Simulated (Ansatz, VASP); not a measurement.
# Rh: VASP beside Ansatz, part 2 of 2

Wanted: the spread between two codes on one cell, functional and k mesh. The structure shown is the end of the Ansatz relaxation below.

VASP 6.6.1 and Ansatz 0.2.0.

So far: The starting structure; Ansatz: relaxation, PBEsol; VASP: single point, PBEsol, pair 1; Comparison; VASP: single point, PBEsol, pair 2.

### Step 6. VASP: single point, PBEsol, pair 2 (continued)

Level of this step: PBEsol; plane waves and PAW (Rh_pv) (VASP).

Numbers of over 12 decimals in the logs are rounded to 6 here.

OUTCAR, selected parts (step 6):

```text
  Total        0.0170444      0.0170444     -0.0040918      0.0000000     -0.0000000      0.0000000
  in kB        0.6742190      0.6742190     -0.1618585      0.0000000     -0.0000000      0.0000000
  external PRESSURE =       0.3955265 kB  Pullay stress =       0.0000000 kB

 POSITION                                       TOTAL-FORCE (eV/Angst)
 -----------------------------------------------------------------------------------
      0.00000      0.00000      0.00000        -0.000000      0.000000      0.000000
     -0.00000      1.54321      2.18205         0.000000     -0.000000     -0.000000
      1.33646      0.77161      4.36410         0.000000      0.000000      0.000000
 -----------------------------------------------------------------------------------
    total drift:                               -0.000000      0.000000      0.000000

  FREE ENERGIE OF THE ION-ELECTRON SYSTEM (eV)
  ---------------------------------------------------
  free  energy   TOTEN  =       -24.4294115091 eV

  energy  without entropy=      -24.3979924012  energy(sigma->0) =      -24.41370196

[... 1 part as in an earlier step ...]

[... 2 further parts left out ...]
[key lines of the parts left out:]
E-fermi :  12.0854
```

The run ends at a pressure of 0.04 GPa.

### Step 7. Side by side

What differs besides the data sets and the points named for the pairs above, as far as they apply: the data sets hold 51 valence electrons in Ansatz (on its PAW soft_1 files) and 45 in VASP. Total energies have different zeros and are not compared.

Compared:

```
      quantity  Ansatz  VASP  difference
pressure (GPa)    0.06  0.04       +0.02
```

### Step 8. Ansatz: relaxation, PBEsol

This run makes the geometry at which the two programs are then compared. The cell compared in this pair holds 41.11 Å³, against 40.50 Å³ for the pair before.

The structure compared here is the end of the Ansatz relaxation.

The input, input.yaml:

```yaml
crystal:
  lattice:
    - [2.69965425, 0.0, 0.0]
    - [-1.349827125, 2.3379691619, 0.0]
    - [0.0, 0.0, 6.508017194]
  atoms:
    - { symbol: Rh, position: [0.0, 0.0, 0.0] }
    - { symbol: Rh, position: [0.3333333, 0.6666667, 0.3333333] }
    - { symbol: Rh, position: [0.6666667, 0.3333333, 0.6666667] }
kpoints:
  mp_grid: { grid: [19, 19, 7] }
scf:
  occupations: { method: fermi_dirac, width: 0.05 }
hamiltonian:
  xc: pbesol
  pseudopotentials: { kind: paw, azcp: { folder: soft_1 }, xc_functional: pbe }
basis:
  ecutwfc: 600
output:
  forces: true
  stress: true
relax:
  f_tol: 0.005
  max_steps: 70
  cell: { stress_tol: 0.02, p_target: 0, fix: [a, b, alpha, beta, gamma] }
```

Launch:

```sh
$ ansatz run input.yaml --threads 4 --pin off --max-ram 10240MiB --backend cpu --events-out ev --progress --plain --runs-dir out
```

Output:

```text
[...]
Crystal: 3 atoms, lattice volume = 41.077 Å³
Basis set: ecut = 600 eV, 1381 PW (Γ), exchange–correlation on 48×48×108 points (8 copies of the dense FFT grid, shifted against one another)
Bands: 31, of which v1, the nominal top of the filled ones, is band 26 counted from 1 (25 counted from 0)
Symmetry: 36 space group operations
[...]
k-points: 250 of 2527
[...]
-0.000000       0.000000      -0.000615
  P = ⅓ Tr σ = -4.0482 GPa (-40.482 kbar)
--- Relaxed structure (3 steps of the walk, 3 accepted, 1 SCFs on fresh bases) ---
[...]
cell:  # Å, volume = 41.1051 Å³
    - [2.699654, 0, 0]
    - [-1.349827, 2.337969, 0]
    - [0, 0, 6.512511]
  atoms:
    - { symbol: Rh, position: [0, 0, 0] }
    - { symbol: Rh, position: [0.333333, 0.666667, 0.333333] }
    - { symbol: Rh, position: [0.666667, 0.333333, 0.666667] }
[key lines of the parts left out:]
SCF converged after 8 iterations
Free energy (F): -19016.376510 eV
Fermi energy:    22.357645 eV
```

### Step 9. VASP: single point, PBEsol, pair 3

The same cell, functional, mesh and smearing now go to VASP, with its own data sets.

The input, INCAR:

```
SYSTEM = Rh
PREC = Accurate
ENCUT = 500
EDIFF = 1E-06
NELM = 120
ISMEAR = -1
SIGMA = 0.05
LREAL = .FALSE.
ALGO = Normal
GGA = PS
NBANDS = 28
LASPH = .TRUE.
LORBIT = 11
LWAVE = .FALSE.
LCHARG = .FALSE.
ISIF = 2
GGA_COMPAT = .FALSE.
KPAR = 2
```

The input, POSCAR:

```
Rh
1.0
    2.6996542500      0.0000000000      0.0000000000
   -1.3498271250      2.3379691619      0.0000000000
    0.0000000000      0.0000000000      6.5125111132
Rh
3
Direct
    1.0000000000      1.0000000000      0.0000000000
    0.3333333333      0.6666666667      0.3333333333
    0.6666666667      0.3333333333      0.6666666667
```

The input, KPOINTS:

```
Automatic mesh
0
Gamma
19 19 7
0 0 0
```

The projector-augmented-wave data sets are Rh_pv (PBE family, release 64).

Launch:

```sh
$ mpirun -np 2 vasp_std
```

Output:

```text
[... set-up lines as in an earlier step ...]
 entering main loop
       N       E                     dE             d eps       ncg     rms          rms(c)
DAV:   1     0.533918126727E+03    0.53392E+03   -0.27020E+04 14120   0.178E+03
DAV:   2    -0.100921958129E+02   -0.54401E+03   -0.53060E+03 14692   0.557E+02
DAV:   3    -0.261724086942E+02   -0.16080E+02   -0.15663E+02 15060   0.104E+02
DAV:   4    -0.263162623205E+02   -0.14385E+00   -0.14373E+00 15100   0.100E+01
[...]
DAV:   9    -0.244141168553E+02    0.12179E-02   -0.11509E-03 14608   0.383E-01    0.378E-02
DAV:  10    -0.244141315659E+02   -0.14711E-04   -0.12977E-05 15972   0.294E-02    0.865E-03
DAV:  11    -0.244141311387E+02    0.42723E-06   -0.23004E-06 10656   0.133E-02
   1 F= -.24414131E+02 E0= -.24397995E+02  d E =-.322726E-01
```

OUTCAR, selected parts (step 9):

```text
  Total       -1.5636376     -1.5636376     -0.0054112      0.0000000     -0.0000000      0.0000000
  in kB      -60.9468514    -60.9468514     -0.2109152      0.0000000     -0.0000000      0.0000000
  external PRESSURE =     -40.7015393 kB  Pullay stress =       0.0000000 kB

 POSITION                                       TOTAL-FORCE (eV/Angst)
 -----------------------------------------------------------------------------------
      0.00000      0.00000      0.00000        -0.000000     -0.000000      0.000000
     -0.00000      1.55865      2.17084         0.000000      0.000000     -0.000000
      1.34983      0.77932      4.34167         0.000000     -0.000000      0.000000
 -----------------------------------------------------------------------------------
    total drift:                               -0.000000      0.000000      0.000000

  FREE ENERGIE OF THE ION-ELECTRON SYSTEM (eV)
  ---------------------------------------------------
  free  energy   TOTEN  =       -24.4141311387 eV

  energy  without entropy=      -24.3818585790  energy(sigma->0) =      -24.39799486

[... 1 part as in an earlier step ...]

[... 2 further parts left out ...]
[key lines of the parts left out:]
E-fermi :  11.8119
```

The run ends at a pressure of -4.07 GPa.

### Step 10. Differences

What differs besides the data sets and the points named for the pairs above, as far as they apply: the data sets hold 51 valence electrons in Ansatz (on its PAW soft_1 files) and 45 in VASP. Total energies have different zeros and are not compared.

The two programs side by side:

```
      quantity  Ansatz   VASP  difference
pressure (GPa)   -4.05  -4.07       +0.02
```

### Step 11. What came out

```
difference in pressure (single point, PBEsol, pair 1) : 0.019 GPa
difference in pressure (single point, PBEsol, pair 2) : 0.019 GPa
difference in pressure (single point, PBEsol, pair 3) : 0.022 GPa
```

The difference in pressure is 0.022 GPa (single point, PBEsol, pair 3), within the 1 GPa picked in this series as the mark of a large difference. The data sets hold unlike numbers of valence electrons (51 in Ansatz and 45 in VASP), so part of the differences comes from the potentials. 2 further runs of this series are not shown here. How closely two codes agree says nothing of how well the functional describes the real material.

[Lines on the potential files, build, host, timing and source positions are cut from VASP's logs without a mark.]

[Logs are printed without paths, hosts, clocks, repeated set-up lines and the standing remarks that a program may print on its own settings, such as how far it seeks lower states.]

[Hosts, paths, dates, database ids (printed as entryN), source tags and the programs' standing remarks are cut or masked in the printed files.]
